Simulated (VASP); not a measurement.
# KZnF3: structure and properties in VASP, part 2 of 5

What structure does KZnF3 take at this level, and what are its properties? The start is a cell from a database of measured crystal structures.

VASP 6.6.1, plane waves and PAW; the level of theory is named at each step.

So far, gap on the k-mesh (eV): step 2 (full relaxation (optPBE-vdW)) 3.99. The relaxed cell has a = 4.119 Å (conventional setting).

## 3. Second relaxation

Level of this step: optPBE-vdW; plane waves and PAW (Zn, K_sv, F) (VASP).

A relaxation keeps the plane waves of the cell it began with, so it is repeated from the new cell, on a basis made for it.

Contents of INCAR:

```
SYSTEM = KZnF3
PREC = Accurate
ENCUT = 520
EDIFF = 1E-06
NELM = 100
ISMEAR = -1
SIGMA = 0.05
LREAL = .FALSE.
ALGO = Normal
GGA = OR
AGGAC = 0
LUSE_VDW = .TRUE.
LASPH = .TRUE.
NBANDS = 27
LORBIT = 11
LWAVE = .FALSE.
LCHARG = .FALSE.
KPAR = 2
IBRION = 2
NSW = 60
ISIF = 3
EDIFFG = -0.01
```

Contents of POSCAR:

```
KZnF3
1.0
    4.1189056270      0.0000000000      0.0000000000
    0.0000000000      4.1189056270      0.0000000000
    0.0000000000      0.0000000000      4.1189056270
Zn K F
1 1 3
Direct
    0.5000000000      0.5000000000      0.5000000000
    0.0000000000      0.0000000000      0.0000000000
    0.5000000000      0.0000000000      0.5000000000
    0.0000000000      0.5000000000      0.5000000000
    0.5000000000      0.5000000000      0.0000000000
```

Contents of KPOINTS:

```
Automatic mesh
0
Gamma
5 5 5
0 0 0
```

Potentials, in the order of the species: Zn, K_sv and F (PBE family, release 64).

Launch:

```console
$ mpirun -np 2 vasp_std
```

What it wrote:

```text
[banner, memory and clock lines left out]
running    2 mpi-ranks, on    1 nodes
 distrk:  each k-point on    1 cores,    2 groups
 distr:  one band on    1 cores,    1 groups

 POSCAR found type information on POSCAR ZnK F
 POSCAR found :  3 types and       5 ions
 [... a notice as in an earlier step ...]

 [... a notice as in an earlier step ...]

 LDA part: xc-table for (Slater+PW92), standard interpolation
 POSCAR, INCAR and KPOINTS ok, starting setup
 FFT: planning ... GRIDC
 FFT: planning ... GRID_SOFT
 FFT: planning ... GRID
 WAVECAR not read
 entering main loop
       N       E                     dE             d eps       ncg     rms          rms(c)
DAV:   1     0.460334965380E+03    0.46033E+03   -0.22496E+04   540   0.188E+03
DAV:   2     0.314828645308E+02   -0.42885E+03   -0.41210E+03   629   0.461E+02
DAV:   3    -0.106281870281E+02   -0.42111E+02   -0.41401E+02   649   0.152E+02
DAV:   4    -0.118543410160E+02   -0.12262E+01   -0.12223E+01   816   0.230E+01
DAV:   5    -0.118705530778E+02   -0.16212E-01   -0.16201E-01   725   0.238E+00    0.113E+01
DAV:   6    -0.930927139094E+01    0.25613E+01   -0.82869E+00   780   0.382E+01    0.646E+00
DAV:   7    -0.937903811549E+01   -0.69767E-01   -0.15163E+00   597   0.804E+00    0.423E+00
DAV:   8    -0.939042453053E+01   -0.11386E-01   -0.53560E-01   699   0.133E+01    0.160E+00
DAV:   9    -0.935286755009E+01    0.37557E-01   -0.10072E-01   810   0.886E+00    0.507E-01
DAV:  10    -0.935146940003E+01    0.13982E-02   -0.57615E-02   794   0.496E+00    0.239E-01
DAV:  11    -0.935137651252E+01    0.92888E-04   -0.90679E-03   749   0.111E+00    0.742E-02
DAV:  12    -0.935149940651E+01   -0.12289E-03   -0.34371E-04   608   0.218E-01    0.833E-02
DAV:  13    -0.935140587274E+01    0.93534E-04   -0.69044E-04   805   0.835E-01    0.172E-02
DAV:  14    -0.935141205341E+01   -0.61807E-05   -0.11119E-04   738   0.157E-01    0.882E-03
DAV:  15    -0.935141144421E+01    0.60921E-06   -0.72481E-06   626   0.232E-02
   1 F= -.93514114E+01 E0= -.93514114E+01  d E =-.935141E+01
 curvature:   0.00 expect dE= 0.000E+00 dE for cont linesearch  0.000E+00
 trial: gam= 0.00000 g(F)=  0.000E+00 g(S)=  0.265E-03 ort = 0.000E+00 (trialstep = 0.100E+01)
 search vector abs. value=  0.265E-03
 bond charge predicted
       N       E                     dE             d eps       ncg     rms          rms(c)
DAV:   1    -0.935487315370E+01   -0.34611E-02   -0.60897E-02   655   0.320E+00    0.448E-01
DAV:   2    -0.935183271144E+01    0.30404E-02   -0.12385E-02   621   0.112E+00    0.123E-01
DAV:   3    -0.935157882194E+01    0.25389E-03   -0.38856E-04   688   0.548E-01    0.755E-02
DAV:   4    -0.935152158419E+01    0.57238E-04   -0.19364E-04   893   0.161E-01    0.444E-02
DAV:   5    -0.935151616245E+01    0.54217E-05   -0.21851E-05   824   0.504E-02    0.101E-02
DAV:   6    -0.935151443030E+01    0.17322E-05   -0.35717E-06   829   0.763E-02    0.235E-03
DAV:   7    -0.935151431457E+01    0.11573E-06   -0.54227E-07   351   0.105E-02
   2 F= -.93515143E+01 E0= -.93515143E+01  d E =-.102870E-03
 trial-energy change:   -0.000103  1 .order   -0.000123   -0.000265    0.000019
 step:   0.8907(harm=  0.9315)  dis= 0.00000  next Energy=    -9.351515 (dE=-0.104E-03)
 reached required accuracy - stopping structural energy minimisation
```

The job ended after 4.3 min (2 MPI ranks of AMD EPYC 7R43, shared host; peak memory 0.71 GiB; 8.5 min of CPU time).

From OUTCAR (step 3):

```text
  LATTYP: Found a simple cubic cell.
 ALAT       =     4.1189056270

The static configuration has the point symmetry O_h .

 Found     10 irreducible k-points:

   dimension x,y,z NGX =    32 NGY =   32 NGZ =   32
   dimension x,y,z NGXF=    64 NGYF=   64 NGZF=   64

   ENCUT  =  520.0 eV  38.22 Ry    6.18 a.u.   7.66  7.66  7.66*2*pi/ulx,y,z

   NELECT =      42.0000    total number of electrons

 E-fermi :  -0.5101

 k-point     1 :       0.0000    0.0000    0.0000
  band No.  band energies     occupation
    ...
     17      -3.1714      2.00000
     18      -3.1714      2.00000
     19      -2.9935      2.00000
     20      -2.9935      2.00000
     21      -2.9935      2.00000
     22       2.3341      0.00000
     23       7.4999      0.00000
     24       7.4999      0.00000
     25       7.8656      0.00000
     26       9.7714      0.00000
    ...

 k-point     2 :       0.2000    0.0000    0.0000
  band No.  band energies     occupation
    ...
     17      -3.1460      2.00000
     18      -3.1460      2.00000
     19      -3.0770      2.00000
     20      -2.9860      2.00000
     21      -2.9860      2.00000
     22       3.0555      0.00000
     23       7.6209      0.00000
     24       7.7896      0.00000
     25       8.3441      0.00000
     26       9.7595      0.00000
    ...

Total vdW correction in eV:      9.3247015

  Total       -0.0070351     -0.0070351     -0.0070351     -0.0000000     -0.0000000     -0.0000000
  in kB       -0.1608549     -0.1608549     -0.1608549     -0.0000000     -0.0000000     -0.0000000
  external PRESSURE =      -0.1608549 kB  Pullay stress =       0.0000000 kB

  energy-cutoff  :      520.00
  volume of cell :       70.07
      direct lattice vectors                 reciprocal lattice vectors
     4.122707774 -0.000000000  0.000000000     0.242559030  0.000000000  0.000000000
     0.000000000  4.122707774 -0.000000000     0.000000000  0.242559030 -0.000000000
     0.000000000  0.000000000  4.122707774    -0.000000000  0.000000000  0.242559030

 POSITION                                       TOTAL-FORCE (eV/Angst)
 -----------------------------------------------------------------------------------
      2.06135      2.06135      2.06135         0.000000      0.000000      0.000000
      0.00000      0.00000      0.00000         0.000000     -0.000000      0.000000
      2.06135     -0.00000      2.06135         0.000000      0.000000      0.000000
      0.00000      2.06135      2.06135         0.000000      0.000000      0.000000
      2.06135      2.06135      0.00000         0.000000     -0.000000      0.000000
 -----------------------------------------------------------------------------------
    total drift:                                0.000000     -0.000000     -0.000000

  FREE ENERGIE OF THE ION-ELECTRON SYSTEM (eV)
  ---------------------------------------------------
  free  energy   TOTEN  =        -9.3515143146 eV

  energy  without entropy=       -9.3515143145  energy(sigma->0) =       -9.35151431

Total vdW correction in eV:      9.3246904

 total charge
# of ion       s       p       d       tot
------------------------------------------
    1        0.326   0.332   9.936  10.594
    2        1.951   5.567   0.020   7.538
    3        1.729   4.359   0.000   6.088
    4        1.729   4.359   0.000   6.088
    5        1.729   4.359   0.000   6.088
--------------------------------------------------
tot          7.463  18.978   9.956  36.397

[... 4 parts as in an earlier step ...]

[... 6 further parts left out ...]
```

CONTCAR:

```
KZnF3
   1.00000000000000
     4.1227077737735378   -0.0000000000000000    0.0000000000000000
     0.0000000000000000    4.1227077737735378   -0.0000000000000000
     0.0000000000000000    0.0000000000000000    4.1227077737735378
  Zn              K               F
     1     1     3
Direct
     0.5000000000000000    0.5000000000000000    0.5000000000000000
     0.0000000000000000    0.0000000000000000    0.0000000000000000
     0.5000000000000000    0.0000000000000000    0.5000000000000000
     0.0000000000000000    0.5000000000000000    0.5000000000000000
     0.5000000000000000    0.5000000000000000    0.0000000000000000
```

Little changed from the start: no atom moved by 0.005 Å and no cell edge by 0.1 %.

This step gave:

- free energy (TOTEN): -9.352 eV
- Fermi energy: -0.5101 eV
- pressure: -0.01609 GPa
- SCF cycles over all ionic steps: 22
- gap on the k-mesh: 3.982 eV
- least direct gap on the k-mesh: 5.328 eV

It ends with forces that vanish by symmetry and a pressure of -0.02 GPa.

## 4. Density, ELF and potential (optPBE-vdW)

The relaxed cell gets a fresh self-consistent run, on a basis set for its own volume, to fix the density and to check the remaining stress.

INCAR: that of step 3 with these lines changed.

```diff
@@ -16,7 +16,5 @@
 LWAVE = .FALSE.
-LCHARG = .FALSE.
-KPAR = 2
-IBRION = 2
-NSW = 60
-ISIF = 3
-EDIFFG = -0.01
+LCHARG = .TRUE.
+ISIF = 2
+LELF = .TRUE.
+LVHAR = .TRUE.
```

POSCAR: that of step 3 with these lines changed.

```diff
@@ -2,5 +2,5 @@
 1.0
-    4.1189056270      0.0000000000      0.0000000000
-    0.0000000000      4.1189056270      0.0000000000
-    0.0000000000      0.0000000000      4.1189056270
+    4.1227077738      0.0000000000      0.0000000000
+    0.0000000000      4.1227077738      0.0000000000
+    0.0000000000      0.0000000000      4.1227077738
 Zn K F
```

KPOINTS is that of step 3.

Launch:

```console
$ mpirun -np 2 vasp_std
```

What it wrote:

```text
[banner, memory and clock lines left out]
running    2 mpi-ranks, on    1 nodes
 distrk:  each k-point on    2 cores,    1 groups
 distr:  one band on    1 cores,    2 groups

 POSCAR found type information on POSCAR ZnK F
 POSCAR found :  3 types and       5 ions
 [... a notice as in an earlier step ...]

 [... a notice as in an earlier step ...]

 LDA part: xc-table for (Slater+PW92), standard interpolation
|                                                                             |
|           W    W    AA    RRRRR   N    N  II  N    N   GGGG   !!!           |
|           W    W   A  A   R    R  NN   N  II  NN   N  G    G  !!!           |
|           W    W  A    A  R    R  N N  N  II  N N  N  G       !!!           |
|           W WW W  AAAAAA  RRRRR   N  N N  II  N  N N  G  GGG   !            |
|           WW  WW  A    A  R   R   N   NN  II  N   NN  G    G                |
|           W    W  A    A  R    R  N    N  II  N    N   GGGG   !!!           |
|                                                                             |
|     The number of bands has been changed from the values supplied in        |
|     The orbitals not found in the WAVECAR file will be initialized with     |
|     random numbers, which is usually adequate. For correlated               |
|     calculations, however, you should redo the groundstate calculation.     |
|     I found NBANDS = 27. Now, NBANDS = 28.                                  |
|                                                                             |

 POSCAR, INCAR and KPOINTS ok, starting setup
 FFT: planning ... GRIDC
 FFT: planning ... GRID_SOFT
 FFT: planning ... GRID
 WAVECAR not read
 entering main loop
       N       E                     dE             d eps       ncg     rms          rms(c)
DAV:   1     0.453402529440E+03    0.45340E+03   -0.22176E+04   560   0.178E+03
DAV:   2     0.274425473263E+02   -0.42596E+03   -0.40240E+03   624   0.457E+02
DAV:   3    -0.109724703341E+02   -0.38415E+02   -0.38192E+02   652   0.146E+02
DAV:   4    -0.118637901653E+02   -0.89132E+00   -0.88941E+00   884   0.205E+01
DAV:   5    -0.118760815048E+02   -0.12291E-01   -0.12289E-01   680   0.192E+00    0.112E+01
DAV:   6    -0.930765362613E+01    0.25684E+01   -0.78893E+00   808   0.369E+01    0.642E+00
DAV:   7    -0.938019988501E+01   -0.72546E-01   -0.15426E+00   604   0.781E+00    0.424E+00
DAV:   8    -0.939511668285E+01   -0.14917E-01   -0.56780E-01   704   0.136E+01    0.170E+00
DAV:   9    -0.935356358470E+01    0.41553E-01   -0.10514E-01   824   0.885E+00    0.558E-01
DAV:  10    -0.935155362106E+01    0.20100E-02   -0.63546E-02   808   0.506E+00    0.242E-01
DAV:  11    -0.935156807330E+01   -0.14452E-04   -0.98113E-03   700   0.105E+00    0.847E-02
DAV:  12    -0.935171978399E+01   -0.15171E-03   -0.39228E-04   616   0.250E-01    0.957E-02
DAV:  13    -0.935158785195E+01    0.13193E-03   -0.96628E-04   824   0.935E-01    0.212E-02
DAV:  14    -0.935159382352E+01   -0.59716E-05   -0.13140E-04   752   0.183E-01    0.113E-02
DAV:  15    -0.935159289708E+01    0.92644E-06   -0.11419E-05   672   0.277E-02    0.591E-03
DAV:  16    -0.935159241679E+01    0.48029E-06   -0.70029E-07   288   0.166E-02
   1 F= -.93515924E+01 E0= -.93515924E+01  d E =-.110964E-09
```

Run time: 74 s. Hardware: 2 MPI ranks; peak memory 0.5 GiB; 2.4 min of CPU time.

From OUTCAR (step 4):

```text
  LATTYP: Found a simple cubic cell.
 ALAT       =     4.1227077738

The static configuration has the point symmetry O_h .

 Found     10 irreducible k-points:

   k-points           NKPTS =     10   k-points in BZ     NKDIM =     10   number of bands    NBANDS=     28

   ENCUT  =  520.0 eV  38.22 Ry    6.18 a.u.   7.67  7.67  7.67*2*pi/ulx,y,z

   NELECT =      42.0000    total number of electrons

 E-fermi :  -0.5102

 k-point     1 :       0.0000    0.0000    0.0000
  band No.  band energies     occupation
    ...
     17      -3.1716      2.00000
     18      -3.1716      2.00000
     19      -2.9938      2.00000
     20      -2.9938      2.00000
     21      -2.9938      2.00000
     22       2.3342      0.00000
     23       7.4998      0.00000
     24       7.4998      0.00000
     25       7.8656      0.00000
     26       9.7713      0.00000
    ...

 k-point     2 :       0.2000    0.0000    0.0000
  band No.  band energies     occupation
    ...
     17      -3.1463      2.00000
     18      -3.1463      2.00000
     19      -3.0771      2.00000
     20      -2.9862      2.00000
     21      -2.9862      2.00000
     22       3.0555      0.00000
     23       7.6209      0.00000
     24       7.7895      0.00000
     25       8.3441      0.00000
     26       9.7593      0.00000
    ...

Total vdW correction in eV:      9.3247922

  Total        0.0092237      0.0092237      0.0092237     -0.0000000      0.0000000      0.0000000
  in kB        0.2108954      0.2108954      0.2108954     -0.0000000      0.0000000      0.0000000
  external PRESSURE =       0.2108954 kB  Pullay stress =       0.0000000 kB

  energy-cutoff  :      520.00
  volume of cell :       70.07
      direct lattice vectors                 reciprocal lattice vectors
     4.122707774  0.000000000  0.000000000     0.242559030  0.000000000  0.000000000
     0.000000000  4.122707774  0.000000000     0.000000000  0.242559030  0.000000000
     0.000000000  0.000000000  4.122707774     0.000000000  0.000000000  0.242559030

 POSITION                                       TOTAL-FORCE (eV/Angst)
 -----------------------------------------------------------------------------------
      2.06135      2.06135      2.06135         0.000000      0.000000      0.000000
      0.00000      0.00000      0.00000         0.000000      0.000000      0.000000
      2.06135      0.00000      2.06135         0.000000      0.000000      0.000000
      0.00000      2.06135      2.06135         0.000000      0.000000      0.000000
      2.06135      2.06135      0.00000         0.000000      0.000000      0.000000
 -----------------------------------------------------------------------------------
    total drift:                                0.000000     -0.000000     -0.000000

  FREE ENERGIE OF THE ION-ELECTRON SYSTEM (eV)
  ---------------------------------------------------
  free  energy   TOTEN  =        -9.3515924168 eV

  energy  without entropy=       -9.3515924167  energy(sigma->0) =       -9.35159242

Total vdW correction in eV:      9.3246859

 total charge
# of ion       s       p       d       tot
------------------------------------------
    1        0.326   0.332   9.936  10.594
    2        1.951   5.567   0.020   7.538
    3        1.729   4.360   0.000   6.088
    4        1.729   4.360   0.000   6.088
    5        1.729   4.360   0.000   6.088
--------------------------------------------------
tot          7.463  18.978   9.956  36.397

[... 4 parts as in an earlier step ...]

[... 5 further parts left out ...]
```

This step gave:

* SCF cycles: 16
* bands: 28
* Fermi energy: -0.5102 eV
* pressure: 0.02109 GPa

Valence electrons inside each PAW sphere by angular momentum. Sphere charges, by row:

```csv
atom,s (e),p (e),d (e),tot (e)
Zn1,0.326,0.332,9.936,10.59
K2,1.951,5.567,0.02,7.538
F3,1.729,4.36,0,6.088
F4,1.729,4.36,0,6.088
F5,1.729,4.36,0,6.088
```

ELF in the ac plane at fractional y = 0.500, with atoms of Zn and F within 0.2 Å of it. It is the smooth field of the valence electrons, not physical close to the nuclei.

Values, 14 rows by 14 columns, each cell a mean:
```
0.01 0.01 0.06 0.28 0.67 0.81 0.75 0.69 0.79 0.79 0.53 0.20 0.02 0.01
0.03 0.02 0.03 0.13 0.48 0.71 0.79 0.79 0.78 0.67 0.33 0.09 0.02 0.02
0.26 0.17 0.05 0.04 0.14 0.29 0.42 0.44 0.38 0.25 0.08 0.03 0.09 0.20
0.59 0.50 0.21 0.07 0.06 0.10 0.14 0.14 0.12 0.09 0.05 0.08 0.33 0.53
0.81 0.78 0.53 0.18 0.10 0.13 0.10 0.08 0.11 0.13 0.09 0.25 0.67 0.79
0.77 0.80 0.68 0.26 0.12 0.09 0.02 0.01 0.04 0.11 0.12 0.38 0.78 0.79
0.59 0.73 0.73 0.31 0.12 0.06 0.00 0.01 0.01 0.08 0.14 0.44 0.79 0.69
0.69 0.77 0.71 0.29 0.12 0.07 0.01 0.00 0.02 0.10 0.14 0.42 0.79 0.75
0.82 0.80 0.58 0.20 0.11 0.12 0.07 0.06 0.09 0.13 0.10 0.29 0.71 0.81
0.72 0.64 0.34 0.10 0.07 0.11 0.12 0.12 0.12 0.10 0.06 0.14 0.48 0.67
0.35 0.25 0.07 0.04 0.10 0.20 0.29 0.31 0.26 0.18 0.07 0.04 0.13 0.28
0.08 0.05 0.02 0.07 0.34 0.58 0.71 0.73 0.68 0.53 0.21 0.05 0.03 0.06
0.01 0.01 0.05 0.25 0.64 0.80 0.77 0.73 0.80 0.78 0.50 0.17 0.02 0.01
0.00 0.01 0.08 0.35 0.72 0.82 0.69 0.59 0.77 0.81 0.59 0.26 0.03 0.01
```
Columns run along a (4.1 Å), rows up along c (4.1 Å). Atoms in or near the plane, at fractional coordinates: Zn at (0.50, 0.50), F at (0.00, 0.50), F at (0.50, 0.00).

Valence density in the ac plane at fractional y = 0.500, with atoms of Zn and F within 0.2 Å of it. It is the smooth field of the valence electrons, not physical close to the nuclei.

Ten even steps from '0' (0 e/Å³) to '9' (18 e/Å³), each cell a mean:
```
00000134200000
00000011100000
00000000000000
00000000000000
10000011000000
32000145300012
64000279510014
53000167410013
10000012100001
00000000000000
00000000000000
00000000000000
00000034200000
00000156310000
```
Columns run along a (4.1 Å), rows up along c (4.1 Å). Atoms in or near the plane, at fractional coordinates: Zn at (0.50, 0.50), F at (0.00, 0.50), F at (0.50, 0.00).

Electrostatic potential energy in the ac plane at fractional y = 0.500, with atoms of Zn and F within 0.2 Å of it. With pseudopotentials it is smooth inside the atoms' cores, unlike the true potential.

Ten even steps from '_' (-53 eV) to '@' (6 eV), each cell a mean:
```
@@@@@@@@@@##..__--%%@@@@@@@@
@@@@@@@@@@@@**==##@@@@@@@@@@
@@@@@@@@@@@@@@%%@@@@@@@@@@@@
@@@@@@@@@@%%%%%%%%@@@@@@@@@@
##%%@@@@%%##########@@@@@@%%
..==%%@@####%%%%####%%@@##--
____##%%####%%%%%%##%%%%==__
__::%%%%####%%%%%%##%%@@**..
++##@@@@%%##########%%@@@@##
@@@@@@@@@@%%######%%@@@@@@@@
@@@@@@@@@@@@%%%%@@@@@@@@@@@@
@@@@@@@@@@@@%%##%%@@@@@@@@@@
@@@@@@@@@@##::__==%%@@@@@@@@
@@@@@@@@@@++____..##@@@@@@@@
```
Columns run along a (4.1 Å; values clipped at the 3rd and 97th percentile), rows up along c (4.1 Å). Atoms in or near the plane, at fractional coordinates: Zn at (0.50, 0.50), F at (0.00, 0.50), F at (0.50, 0.00).

In this run the pressure is 0.02 GPa, small enough to go on.

(Part 2 of 5 ends here.)

[Lines on the potential files, build, host, timing and source positions are cut from VASP's logs without a mark.]

[Logs are printed without paths, hosts, clocks, repeated set-up lines and the standing remarks that a program may print on its own settings, such as how far it seeks lower states.]

[Hosts, paths, dates, database ids (printed as entryN), source tags and the programs' standing remarks are cut or masked in the printed files.]

[A measured line is paired with the nearest computed mode of its activity, which favours agreement.]
